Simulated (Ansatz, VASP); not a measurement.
Given: the input of a run of VASP 6.6.1 on GaSn. 

File INCAR:

```
PREC = Accurate
ENCUT = 600
EDIFF = 1E-6
ISMEAR = -1
SIGMA = 0.05
LREAL = F
LASPH = T
NELM = 100
ALGO = Normal
ISIF = 3
LWAVE = F
LCHARG = F
GGA = PE
IBRION = 2
NSW = 40
EDIFFG = -0.02
```

KPOINTS

```
regular mesh
0
Gamma
  8 8 8
```

File POSCAR:

```
GaSn
1.0
    0.0000000000      2.9028814200      3.0982155700
    2.7292512900      0.0000000000      3.0982155700
    2.7292512900      2.9028814200      0.0000000000
Ga Sn
1 1
Direct
    0.5000000000      0.5000000000      0.5000000000
    0.0000000000      0.0000000000      0.0000000000
```

Potentials or basis: VASP PAW PBE potentials, release 64 (Ga_d, Sn_d).

Launch:

```console
$ cat potpaw_PBE.64/Ga_d/POTCAR potpaw_PBE.64/Sn_d/POTCAR > POTCAR
$ mpirun -np 1 vasp_std > vasp.out
```

Q: Set up the same calculation for Ansatz 0.2.0. Potentials or basis there: Ansatz PAW, cutoff 420 eV.

A: As run (cutoffs and basis follow the program's own potentials, and thresholds, step limits or extra output files can differ):

The input input.yaml:

```yaml
crystal:
  lattice:
    - [0.0, 2.90288142, 3.09821557]
    - [2.72925129, 0.0, 3.09821557]
    - [2.72925129, 2.90288142, 0.0]
  atoms:
    - { symbol: Ga, position: [0.5, 0.5, 0.5] }
    - { symbol: Sn, position: [0.0, 0.0, 0.0] }
hamiltonian:
  xc: pbe
  pseudopotentials: { kind: paw }
kpoints:
  mp_grid: { grid: [8, 8, 8] }
scf:
  occupations: { method: fermi_dirac, width: 0.05 }
output:
  forces: true
  stress: true
  eigenvalues: true
relax:
  f_tol: 0.01
  max_steps: 40
  cell: { stress_tol: 0.05 }
```

Potentials or basis: Ansatz PAW.

Launch:

```console
$ ansatz run input.yaml --threads 2 --pin off --max-ram 5632MiB --backend cpu --events-out ev --progress --plain --runs-dir out
```

Both were run:

|  | VASP | Ansatz |
| --- | --- | --- |
| Relaxed volume | 24.49 Å³/atom | 24.45 Å³/atom |
| Relaxed cell | a = 4.104 Å, b = 4.107 Å, c = 4.109 Å, α = 59.93°, β = 60.02°, γ = 60.05° | a = 4.105 Å, b = 4.105 Å, c = 4.105 Å, α = 60.01°, β = 60.00°, γ = 59.99° |
| Space group after relaxing | Fmmm (No. 69) | Fm-3m (No. 225) |
| Pressure after relaxing | 0.0 GPa | 0.0 GPa |

Ansatz's pressure holds a Pulay term of +0.04 GPa for its cutoff of 420 eV, which the other run lacks.

Where Ansatz's input types no cutoff or centring, it takes its own default and a Γ-centred mesh.

Pressure is positive in compression.
